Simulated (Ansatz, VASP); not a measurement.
# Cross-check of SrBr2 between VASP and Ansatz

Aim: how closely do two programs agree when they are given the same cell, functional and k mesh? The structure shown is the end of the VASP relaxation below.

Program: Ansatz 0.2.0. Level of theory: plane waves, with VASP 6.6.1 beside it; single point at r2SCAN and band structure at r2SCAN. Results are calculated unless marked as measured.

## Step 1: Starting point

The cell holds 6 atoms: 4 Br and 2 Sr. Its edges and angles: a = 4.300 Å, b = 9.200 Å, c = 18.357 Å, α = 90.0°, β = 90.0°, γ = 90.0°. It derives from SrBr2. As first built, before any earlier steps moved the atoms (in the runner's words): kind sheets cut from a layered crystal; sheets 1. Vacuum lies along c.

Structure file:

```xyz
6
Lattice="4.3000 0.0000 0.0000 0.0000 9.2000 0.0000 0.0000 0.0000 18.3575" Properties=species:S:1:pos:R:3
Br    3.2250    5.5326   10.7099
Br    3.2250    1.6100   10.6736
Br    1.0750    6.2100    7.6839
Br    1.0750    0.9326    7.6476
Sr    1.0750    3.5847    9.6565
Sr    3.2250    8.1847    8.7010
```

## Step 2: VASP: relaxation, r2SCAN

This run makes the geometry at which the two programs are then compared.

Lines of VASP's logs that name or quote its potential files are left out, and so is its time.

Input file INCAR:

```
SYSTEM = SrBr2
PREC = Normal
ENCUT = 300
EDIFF = 1E-05
NELM = 120
ISMEAR = 0
SIGMA = 0.05
LREAL = .FALSE.
ALGO = Normal
METAGGA = R2SCAN
LASPH = .TRUE.
NBANDS = 30
LORBIT = 11
LWAVE = .FALSE.
LCHARG = .FALSE.
KPAR = 2
IBRION = 2
NSW = 40
ISIF = 2
EDIFFG = -0.03
POTIM = 0.4
MAXMIX = 40
IDIPOL = 3
LDIPOL = .TRUE.
DIPOL = 0.5 0.5 0.5
```

Input file POSCAR:

```
SrBr2
1.0
    4.3000000000      0.0000000000      0.0000000000
    0.0000000000      9.2000000000      0.0000000000
    0.0000000000      0.0000000000     18.3574800000
Br Sr
4 2
Direct
    0.7500000000      0.6190000000      0.5914471920
    0.7500000000      0.1580000000      0.5846042050
    0.2500000000      0.6580000000      0.4153957950
    0.2500000000      0.1190000000      0.4085528080
    0.2500000000      0.3890000000      0.5379474740
    0.7500000000      0.8890000000      0.4620525260
```

Input file KPOINTS:

```
Automatic mesh
0
Gamma
6 3 1
0 0 0
```

Potentials, in the order of the species: Br and Sr_sv (PBE family, release 64).

Launch:

```sh
mpirun -np 2 vasp_std
```

Numbers of over 12 decimals in the logs are rounded to 6 here.

The log of the run:

```text
[banner, memory and clock lines left out]
running    2 mpi-ranks, on    1 nodes
 distrk:  each k-point on    1 cores,    2 groups
 distr:  one band on    1 cores,    1 groups

 POSCAR found type information on POSCAR BrSr
 POSCAR found :  2 types and       6 ions
|                                                                             |
|               ----> ADVICE to this user running VASP <----                  |
|                                                                             |
|     You enforced a specific xc type in the INCAR file but a different       |
|     [... a line on the potential file left out ...]
|     I HOPE YOU KNOW WHAT YOU ARE DOING!                                     |
|                                                                             |

 LDA part: xc-table for (None), standard interpolation
 POSCAR, INCAR and KPOINTS ok, starting setup
 FFT: planning ... GRIDC
 FFT: planning ... GRID_SOFT
 FFT: planning ... GRID
 WAVECAR not read
 entering main loop
       N       E                     dE             d eps       ncg     rms          rms(c)
DAV:   1     0.216403401899E+03    0.21640E+03   -0.14797E+04   632   0.764E+02
DAV:   2    -0.599157341660E+02   -0.27632E+03   -0.27071E+03   664   0.201E+02
DAV:   3    -0.107138753892E+03   -0.47223E+02   -0.47083E+02   704   0.764E+01
DAV:   4    -0.108969768647E+03   -0.18310E+01   -0.18197E+01   712   0.173E+01
DAV:   5    -0.109055572362E+03   -0.85804E-01   -0.85759E-01   768   0.258E+00    0.129E+01
DAV:   6    -0.964724559469E+02    0.12583E+02   -0.43228E+00   768   0.955E+00    0.786E+00
DAV:   7    -0.963728929006E+02    0.99563E-01   -0.15087E+00   576   0.507E+00    0.335E+00
DAV:   8    -0.964517053041E+02   -0.78812E-01   -0.20324E-01   720   0.218E+00    0.998E-01
DAV:   9    -0.964480359351E+02    0.36694E-02   -0.79384E-02   570   0.983E-01    0.313E-01
DAV:  10    -0.964543350493E+02   -0.62991E-02   -0.50360E-03   712   0.311E-01    0.124E-01
DAV:  11    -0.964587948224E+02   -0.44598E-02   -0.16223E-03   634   0.204E-01    0.497E-02
DAV:  12    -0.964602666466E+02   -0.14718E-02   -0.66889E-04   576   0.114E-01    0.294E-02
DAV:  13    -0.964612731601E+02   -0.10065E-02   -0.34273E-04   512   0.725E-02    0.217E-02
DAV:  14    -0.964616178101E+02   -0.34465E-03   -0.44971E-05   528   0.334E-02    0.980E-03
DAV:  15    -0.964619058288E+02   -0.28802E-03   -0.65927E-05   512   0.353E-02    0.513E-03
DAV:  16    -0.964619580390E+02   -0.52210E-04   -0.13199E-05   432   0.206E-02    0.322E-03
DAV:  17    -0.964619994309E+02   -0.41392E-04   -0.39581E-06   384   0.133E-02    0.182E-03
DAV:  18    -0.964620618167E+02   -0.62386E-04   -0.10542E-05   376   0.190E-02    0.132E-03
DAV:  19    -0.964620809947E+02   -0.19178E-04   -0.22962E-06   384   0.976E-03    0.885E-04
DAV:  20    -0.964620926097E+02   -0.11615E-04   -0.25794E-06   348   0.100E-02    0.650E-04
DAV:  21    -0.964620974571E+02   -0.48474E-05   -0.54292E-07   384   0.439E-03
   1 F= -.96462097E+02 E0= -.96462097E+02  d E =-.964621E+02
[... from here on, the cycles between the ionic steps are left out ...]
   2 F= -.96481996E+02 E0= -.96481996E+02  d E =-.198985E-01
   6 F= -.96585458E+02 E0= -.96585458E+02  d E =-.989894E-02
   7 F= -.96604343E+02 E0= -.96604343E+02  d E =-.287845E-01
   8 F= -.96591515E+02 E0= -.96591515E+02  d E =-.159559E-01
   9 F= -.96607420E+02 E0= -.96607420E+02  d E =-.318614E-01
  10 F= -.96615600E+02 E0= -.96615600E+02  d E =-.817941E-02
  11 F= -.96615984E+02 E0= -.96615984E+02  d E =-.856343E-02
  12 F= -.96615987E+02 E0= -.96615987E+02  d E =-.856714E-02
 curvature:  -6.72 expect dE=-0.948E-03 dE for cont linesearch -0.146E-06
 trial: gam=-0.00725 g(F)=  0.141E-03 g(S)=  0.000E+00 ort = 0.966E-05 (trialstep = 0.605E+01)
 search vector abs. value=  0.141E-03
 bond charge predicted
       N       E                     dE             d eps       ncg     rms          rms(c)
DAV:   1    -0.966142594679E+02    0.17237E-02   -0.31601E-01   480   0.263E+00    0.227E-01
DAV:   2    -0.966156843843E+02   -0.14249E-02   -0.14753E-02   522   0.629E-01    0.176E-01
DAV:   3    -0.966164793634E+02   -0.79498E-03   -0.10303E-03   598   0.239E-01    0.768E-02
DAV:   4    -0.966165736121E+02   -0.94249E-04   -0.70355E-04   488   0.106E-01    0.429E-02
DAV:   5    -0.966165623169E+02    0.11295E-04   -0.63835E-05   504   0.424E-02    0.280E-02
DAV:   6    -0.966165263380E+02    0.35979E-04   -0.77318E-05   546   0.595E-02    0.163E-02
DAV:   7    -0.966165911474E+02   -0.64809E-04   -0.21930E-05   426   0.356E-02    0.811E-03
DAV:   8    -0.966166051860E+02   -0.14039E-04   -0.74496E-06   384   0.162E-02    0.556E-03
DAV:   9    -0.966166211628E+02   -0.15977E-04   -0.28602E-06   324   0.176E-02    0.362E-03
DAV:  10    -0.966166366678E+02   -0.15505E-04   -0.36135E-06   360   0.126E-02    0.301E-03
DAV:  11    -0.966166466291E+02   -0.99612E-05   -0.23721E-06   366   0.105E-02
  13 F= -.96616647E+02 E0= -.96616647E+02  d E =-.659218E-03
 trial-energy change:   -0.000659  1 .order   -0.000647   -0.000853   -0.000440
 step:  12.5149(harm= 12.5149)  dis= 0.01900  next Energy=   -96.616869 (dE=-0.881E-03)
 reached required accuracy - stopping structural energy minimisation
```

OUTCAR, selected parts (step 2):

```text
ion  position               nearest neighbor table
   1  0.750  0.619  0.591-   5 3.17   5 3.17   6 3.44
   2  0.750  0.158  0.585-   5 3.14   5 3.14   6 3.34
   3  0.250  0.658  0.415-   6 3.14   6 3.14   5 3.34
   4  0.250  0.119  0.409-   6 3.17   6 3.17   5 3.44
   5  0.250  0.389  0.538-   2 3.14   2 3.14   1 3.17   1 3.17   3 3.34   4 3.44
   6  0.750  0.889  0.462-   3 3.14   3 3.14   4 3.17   4 3.17   2 3.34   1 3.44

  LATTYP: Found a simple orthorhombic cell.
 ALAT       =     4.3000000000
 B/A-ratio  =     2.1395348837
 C/A-ratio  =     4.2691813953

 Subroutine GETGRP returns: Found  4 space group operations
 (whereof  1 operations were pure point group operations)

The static configuration has the point symmetry C_1 .
 The point group associated with its full space group is C_2v.

 Found      8 irreducible k-points:

   k-points           NKPTS =      8   k-points in BZ     NKDIM =      8   number of bands    NBANDS=     30

   dimension x,y,z NGX =    18 NGY =   40 NGZ =   80
   dimension x,y,z NGXF=    36 NGYF=   80 NGZF=  160

   ENCUT  =  300.0 eV  22.05 Ry    4.70 a.u.   6.07 12.99 25.93*2*pi/ulx,y,z

   NELECT =      48.0000    total number of electrons

 k-points in reciprocal lattice and weights: Automatic mesh
   0.00000000  0.00000000  0.00000000       0.056
   0.16666667  0.00000000  0.00000000       0.111
   0.33333333  0.00000000  0.00000000       0.111
   0.50000000  0.00000000  0.00000000       0.056
   0.00000000  0.33333333  0.00000000       0.111
   0.16666667  0.33333333  0.00000000       0.222
   0.33333333  0.33333333  0.00000000       0.222
   0.50000000  0.33333333  0.00000000       0.111

 dipolmoment           0.000000      0.000000      0.000000 electrons x Angstroem

 average (electrostatic) potential at core
       1 -73.2807       2 -73.3112       3 -73.3112       4 -73.2807       5 -49.5073
       6 -49.5073

 E-fermi :  -4.9771

 k-point     1 :       0.0000    0.0000    0.0000
  band No.  band energies     occupation
    ...
     20      -5.9503      2.00000
     21      -5.6663      2.00000
     22      -5.6329      2.00000
     23      -5.6323      2.00000
     24      -5.3408      2.00000
     25      -0.7817      0.00000
     26       0.1882      0.00000
     27       0.4619      0.00000
     28       0.8002      0.00000
     29       1.1492      0.00000
    ...

 k-point     2 :       0.1667    0.0000    0.0000
  band No.  band energies     occupation
    ...
     20      -5.9759      2.00000
     21      -5.8330      2.00000
     22      -5.8012      2.00000
     23      -5.5350      2.00000
     24      -5.3141      2.00000
     25      -0.4475      0.00000
     26       0.1257      0.00000
     27       0.6980      0.00000
     28       0.7160      0.00000
     29       1.3073      0.00000
    ...

 k-point     3 :       0.3333    0.0000    0.0000
  band No.  band energies     occupation
    ...
     20      -6.0296      2.00000
     21      -5.9699      2.00000
     22      -5.8803      2.00000
     23      -5.5463      2.00000
     24      -5.4252      2.00000
     25      -0.1364      0.00000
     26       0.3038      0.00000
     27       0.7183      0.00000
     28       0.9894      0.00000
     29       1.5389      0.00000
    ...

  Total        1.1651404     -6.4211985     -0.1091696      0.0000000      0.0000000      0.0000000
  in kB        2.5705112    -14.1663293     -0.2408480      0.0000000      0.0000000      0.0000000
  external PRESSURE =      -3.9455554 kB  Pullay stress =       0.0000000 kB

  energy-cutoff  :      300.00
  volume of cell :      726.22
      direct lattice vectors                 reciprocal lattice vectors
     4.300000000  0.000000000  0.000000000     0.232558140  0.000000000  0.000000000
     0.000000000  9.200000000  0.000000000     0.000000000  0.108695652  0.000000000
     0.000000000  0.000000000 18.357480000     0.000000000  0.000000000  0.054473708

 POSITION                                       TOTAL-FORCE (eV/Angst)
 -----------------------------------------------------------------------------------
      3.22500      5.53255     10.70987         0.000000      0.006167     -0.022282
      3.22500      1.60997     10.67358         0.000000      0.000395      0.009764
      1.07500      6.20997      7.68390         0.000000      0.000395     -0.009764
      1.07500      0.93255      7.64761         0.000000      0.006167      0.022282
      1.07500      3.58467      9.65646        -0.000000     -0.006562      0.004495
      3.22500      8.18467      8.70102        -0.000000     -0.006562     -0.004495
 -----------------------------------------------------------------------------------
    total drift:                                0.000000     -0.008384     -0.000012

  FREE ENERGIE OF THE ION-ELECTRON SYSTEM (eV)
  ---------------------------------------------------
  free  energy   TOTEN  =       -96.6166466291 eV

  energy  without entropy=      -96.6166466291  energy(sigma->0) =      -96.61664663

 reached required accuracy - stopping structural energy minimisation

 vacuum level on the upper side and lower side of the slab         1.961         1.961

 total charge
# of ion       s       p       d       tot
------------------------------------------
    1        1.596   3.322   0.004   4.922
    2        1.596   3.324   0.004   4.924
    3        1.596   3.324   0.004   4.924
    4        1.596   3.322   0.004   4.922
    5        1.997   5.845   0.140   7.982
    6        1.997   5.845   0.140   7.982
--------------------------------------------------
tot         10.378  24.982   0.296  35.655

[... 3 further parts left out ...]
```

The run keeps the 4 symmetry operations of its start, so it cannot find a distortion of lower symmetry.

## Step 3: Ansatz: single point, r2SCAN

Ansatz runs on its default PAW (the set named soft_2) files.

The same cell, functional, mesh and smearing now go to Ansatz, which takes its cutoff from its data sets.

Input file input.yaml:

```yaml
crystal:
  lattice:
    - [4.3, 0.0, 0.0]
    - [0.0, 9.2, 0.0]
    - [0.0, 0.0, 18.35748]
  atoms:
    - { symbol: Br, position: [0.75, 0.60136463, 0.58340609] }
    - { symbol: Br, position: [0.75, 0.17499682, 0.58142955] }
    - { symbol: Br, position: [0.25, 0.67499682, 0.41857045] }
    - { symbol: Br, position: [0.25, 0.10136463, 0.41659391] }
    - { symbol: Sr, position: [0.25, 0.38963855, 0.52602324] }
    - { symbol: Sr, position: [0.75, 0.88963855, 0.47397676] }
hamiltonian:
  xc: r2scan
  pseudopotentials: { kind: paw }
kpoints:
  mp_grid: { grid: [6, 3, 1] }
scf:
  occupations: { method: gaussian, width: 0.05 }
  n_extra_bands: 5
efield:
  axis: 3
  dipole_correction: true
  ramp_width: 0.04
output:
  forces: true
  eigenvalues: true
```

Launch:

```sh
ansatz run input.yaml --threads 4 --pin off --max-ram 9216MiB --backend cpu --events-out ev --progress --plain --runs-dir out
```

The log of the run:

```text
scf.n_extra_bands = 5 over 24 filled bands (N_el = 48.0): the run solves 29 bands
Engine: ansatz 0.2.0, aarch64-unknown-linux-gnu
Pseudopotentials: kind: paw
Pseudopotential: Br, paw, valence charge 7, recommended cutoff 500 eV (meta_gga), Br.paw.azcp
Pseudopotential: Sr, paw, valence charge 10, recommended cutoff 500 eV (meta_gga), Sr.paw.azcp
Functional definition: r2SCAN
  parameter k0 = 0.174
  parameter k1 = 0.065
  parameter a1 = 4.9479
  exchange = r2scan_x(k0 = k0, k1 = k1, a1 = a1)
  correlation = r2scan_c
Crystal: 6 atoms, lattice volume = 726.222 Å³
Basis set: ecut = 500 eV, 18409 PW (Γ), exchange–correlation on 128×288×540 points (64 copies of the dense FFT grid, shifted against one another)
Bands: 29, of which v1, the nominal top of the filled ones, is band 24 counted from 1 (23 counted from 0)
Symmetry: 2 space group operations
k-points: 8 of 18 (time reversal used)
Non-local potential: Br, projectors of the file, l = 0: 2, l = 1: 2, l = 2: 2
Non-local potential: Sr, projectors of the file, l = 0: 3, l = 1: 2, l = 2: 2
PAW form: soft (Blöchl's): semilocal exchange-correlation on the pseudo side does not see the compensation charge
PAW frozen core: Br, regenerated for the run's functional (the file was generated under x = pbe(κ = 0.804, μ = 0.219515), c = pbe(β = 0.066725))
PAW frozen core: Sr, regenerated for the run's functional (the file was generated under x = pbe(κ = 0.804, μ = 0.219515), c = pbe(β = 0.066725))
PAW one-centre angular grid: Br, 302 points (default); XC on 160 Gauss nodes
PAW one-centre angular grid: Sr, 302 points (default); XC on 160 Gauss nodes
Initial density: superposition of atomic densities (neutral atoms: chi_scale 0, normalization atom), corrected by the library's trained network
Initial wavefunctions: pseudopotential atomic-orbital guess
Functional: x = r2scan, c = r2scan; τ floored in thin density (d = 2e-4 eV/Å³)
SCF iter   1: F=—  HF=-18294.960726 eV  |F-HF|=—  |Δ(HF+E_count)|=         —  Δρ=1.37e-3  dr2=2.40e-2  dr2_τ=1.75e-2  ethr=1.77e-3  p=0.000 e·Å  D=4.00e-14 V/Å  ΔV_dip=-0.00 eV  dr2_dipole=3.02e-9  V_vac-E_F(+/−)=5.00/5.00 eV  ⟨swp⟩=15.4  Hψ=1851  notcnv=0
efield: sawtooth ramp at fractional position 0.9800 (placed from the atoms, in the widest stretch of the axis that holds none; the zero of the levels goes with the place), width 0.0400; the density the first Hamiltonian is built on has a dipole p = 0.000 e·Å; the dipole correction subtracts the counter field D = 4.00e-14 V/Å, which shifts the + side's vacuum level by -0.00 eV against the − side's; the planar-averaged density in the ramp window peaks in size at 1.0e-5 e/Å³
preconditioner: auto → Resta (q_TF=auto, 1.735 Å⁻¹)  ε∞=1.6  [insulator: Δε(μ)=4.687 eV  Ē_g=10.104 eV  σ=0.050 eV  W_gap=1.00  n_scr=64 (ndim 8)  ℏωp=7.8 eV  f_vac=0.664  D(μ)=0.00/eV (n_scr^D=0)  ε∞_Penn≈1.6  vacuum switching on, ρ_ref=7.4e-3 e/Å³]
SCF iter   2: F=—  HF=-18295.055436 eV  |F-HF|=—  |Δ(HF+E_count)|=   9.47e-2  Δρ=7.04e-4  dr2=2.58e-3  dr2_τ=5.46e-4  ethr=5.01e-5  p=-0.000 e·Å  D=-1.53e-5 V/Å  ΔV_dip=0.00 eV  dr2_dipole=1.58e-9  V_vac-E_F(+/−)=5.03/5.03 eV  ⟨swp⟩=3.2  Hψ=551  notcnv=0  defer=8
SCF iter   3: F=—  HF=-18295.058420 eV  |F-HF|=—  |Δ(HF+E_count)|=   2.98e-3  Δρ=2.59e-4  dr2=3.75e-4  dr2_τ=3.09e-5  ethr=5.38e-6  p=0.000 e·Å  D=2.40e-6 V/Å  ΔV_dip=-0.00 eV  dr2_dipole=7.93e-12  V_vac-E_F(+/−)=5.02/5.02 eV  ⟨swp⟩=2.2  Hψ=374  notcnv=0  defer=8
SCF iter   4: F=—  HF=-18295.059061 eV  |F-HF|=—  |Δ(HF+E_count)|=   6.41e-4  Δρ=3.65e-5  dr2=1.38e-5  dr2_τ=7.75e-7  ethr=7.82e-7  p=0.000 e·Å  D=1.98e-6 V/Å  ΔV_dip=-0.00 eV  dr2_dipole=3.19e-10  V_vac-E_F(+/−)=5.01/5.01 eV  ⟨swp⟩=2.2  Hψ=408  notcnv=0  defer=8
SCF iter   5: F=—  HF=-18295.059238 eV  |F-HF|=—  |Δ(HF+E_count)|=   1.76e-4  Δρ=9.97e-6  dr2=8.04e-7  dr2_τ=1.04e-7  ethr=2.88e-8  p=-0.000 e·Å  D=-2.82e-6 V/Å  ΔV_dip=0.00 eV  dr2_dipole=3.00e-10  V_vac-E_F(+/−)=5.01/5.01 eV  ⟨swp⟩=2.2  Hψ=393  notcnv=0  defer=8
SCF iter   6: F=—  HF=-18295.059239 eV  |F-HF|=—  |Δ(HF+E_count)|=   1.83e-6  Δρ=2.51e-6  dr2=1.00e-7  dr2_τ=3.48e-9  ethr=2.08e-10  p=0.000 e·Å  D=2.91e-6 V/Å  ΔV_dip=-0.00 eV  dr2_dipole=3.13e-10  V_vac-E_F(+/−)=5.01/5.01 eV  ⟨swp⟩=16.8  Hψ=1517  notcnv=0
SCF iter   7: F=-18295.059240 eV  HF=-18295.059240 eV  |F-HF|=3.17e-10  |Δ(HF+E_count)|=   1.72e-7  Δρ=9.28e-7  dr2=1.67e-8  dr2_τ=1.04e-9  ethr=2.08e-10  p=-0.000 e·Å  D=-2.75e-6 V/Å  ΔV_dip=0.00 eV  dr2_dipole=2.37e-10  V_vac-E_F(+/−)=5.01/5.01 eV  ⟨swp⟩=5.8  Hψ=1009  notcnv=0
SCF 1 converged in 7 iterations: F = -18295.059240 eV  dr2 = 1.67e-8
  greatest PAW one-centre occupation: 0.988 electrons in one spin orbital (limit 2), on the Sr atom at site 4 (counted from 0), in its partial waves of l = 0
SCF converged after 7 iterations
Free energy (F): -18295.059240 eV
Harris-Foulkes:  -18295.059240 eV  (|F-HF|=3.17e-10)
Internal energy: -18295.059240 eV  (E = F + TS)
E sigma→0 (E₀):  -18295.059240 eV
Fermi energy:    -2.171095 eV
Dipole field:    D = 0.000008 V/Å  (p = 0.000033 e·Å, saw-weighted, corrected)
Work function:   Φ+ = 5.0085 eV   Φ− = 5.0087 eV
Levels:          The Fermi level and band energies are counted from a zero that moves with the ramp; work functions are not
--- Per-component energies (eV) ---
  E_band       = -675.641189
  E_kinetic    = 1024.568622
  E_local      = -11625.649258  (includes V_loc(G=0)·N_el)
  E_nonlocal   = 681.593242
  E_hartree    = 5071.055115
  E_xc         = -1331.200570
  E_vxc        = -815.971990  (∫ρ·V_xc dr)
  E_paw        = -14511.843850  (= ΣΔE_a)
  E_vpaw       = -125.653705  (= ΣTr[D̂ρ^β])
  E_aug_tail   = -0.000001  (compensation charges beyond the density's cutoff)
  E_vtau       = 43.364408  (kinetic-family band-sum trace: ∫τ·v_τ [+ j·A + Jᵃ·Aᵃ] dr)
  E_efield     = 0.000000  (sawtooth field / dipole correction)
  E_vefield    = 0.000000  (∫n·V_field dr)
  E_ewald      = 2397.342310
  E_core_change = -0.924848  (= ΣΔE_core)
  E_smearing   = -0.000000  (= −TS)
  E_closure    = 0.000000  (closes the sum)
  Σ components = -18295.059240   (vs F -18295.059240, Δ=0.00e0)
--- Forces (eV/Å), atoms counted from 1 ---
  atom   1  Br    -0.00000000     0.00123328    -0.02337054
  atom   2  Br     0.00000000     0.00643725     0.00108651
  atom   3  Br     0.00000000     0.00637496    -0.00110109
  atom   4  Br    -0.00000000     0.00129391     0.02335489
  atom   5  Sr    -0.00000000    -0.00766978     0.00920202
  atom   6  Sr    -0.00000000    -0.00767060    -0.00914720
  max |Σ_I F_I| component: 2.46e-5 eV/Å
--- Band table (eV; the first three rows and the last of 8) ---
  k-point 0: bands = [... 20 lower, -4.7903, -4.7559, -4.7550, -4.4651, 0.0957, 1.0813, 1.3519, 1.6890, ... 1 higher]
  k-point 1: bands = [... 20 lower, -4.7682, -4.7543, -4.6788, -4.5359, 0.5220, 1.0507, 1.4404, 1.7204, ... 1 higher]
  k-point 2: bands = [... 20 lower, -4.9564, -4.9246, -4.6584, -4.4383, 0.4307, 1.0150, 1.5929, 1.6086, ... 1 higher]
  k-point 7: bands = [... 20 lower, -4.8773, -4.8773, -4.7382, -4.7382, 1.1206, 1.1207, 1.8143, 1.8143, ... 1 higher]
```

Elapsed: 16 s, on 4 threads of Arm Neoverse V1, shared host; peak memory 1.9 GiB.

Reading the cycles: dr2 is the Hartree energy of the density residual (eV), the measure of convergence; HF is the Harris–Foulkes estimate of the energy, which meets the free energy F at convergence.

## Step 4: Side by side

Known differences besides the potentials themselves: VASP keeps PBE cores, Ansatz makes them for the functional; the cutoff is 500 eV in Ansatz and 300 eV in VASP (PREC = Normal). Total energies have different zeros and are not compared.

The two programs side by side:

| quantity | Ansatz | VASP | difference |
| --- | --- | --- | --- |
| gap on the k mesh (eV) | 4.534 | 4.532 | +0.002 |

At this near-relaxed geometry the largest component of a force difference is 9 meV/Å. A gap on the mesh is an upper bound, since the band edges may lie between its points.

[end of part 1 of 2]

[Lines on the potential files, build, host, timing and source positions are cut from VASP's logs without a mark.]

[Logs are printed without paths, hosts, clocks, repeated set-up lines and the standing remarks that a program may print on its own settings, such as how far it seeks lower states.]

[Hosts, paths, dates, database ids (printed as entryN), source tags and the programs' standing remarks are cut or masked in the printed files.]
